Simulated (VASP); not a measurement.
Given:

```yaml
crystal:
  lattice:
    - [2.90581, 0.00000, 0.00000]
    - [0.00000, 2.90581, 0.00000]
    - [0.00000, 0.00000, 2.90581]
  atoms:
    - { symbol: Ti, position: [0.00000, 0.00000, 0.00000] }
    - { symbol: Co, position: [0.50000, 0.50000, 0.50000] }
```

These are PBE GGA with D3 dispersion (zero damping), VASP's PBE PAW potentials (set 64) (plane waves; VASP 6.6.1) values and carry that method's errors. Numerical set-up: 520 eV cut-off, 12×12×12 Γ-centred mesh, first-order Methfessel-Paxton smearing of 0.10 eV, potentials Ti_sv Co.

### Question
Estimate the energy per atom (σ→0), pressure, band gap (on the k-mesh) with the smallest direct gap where there is one.

### Answer

* **band gap (on the k-mesh)**: none (metal, semimetal or under 0.01 eV)
* **energy per atom (σ→0)**: -8.249 eV/atom
* **pressure**: 58.7 kbar

The compound is TiCo in the CsCl type structure. This cell is one point of a volume scan, at 0.97 of the reference volume. The run is not spin-polarised, so no magnetic state was tried. The electron count is odd and the run is not spin-polarised, which forces a metal.
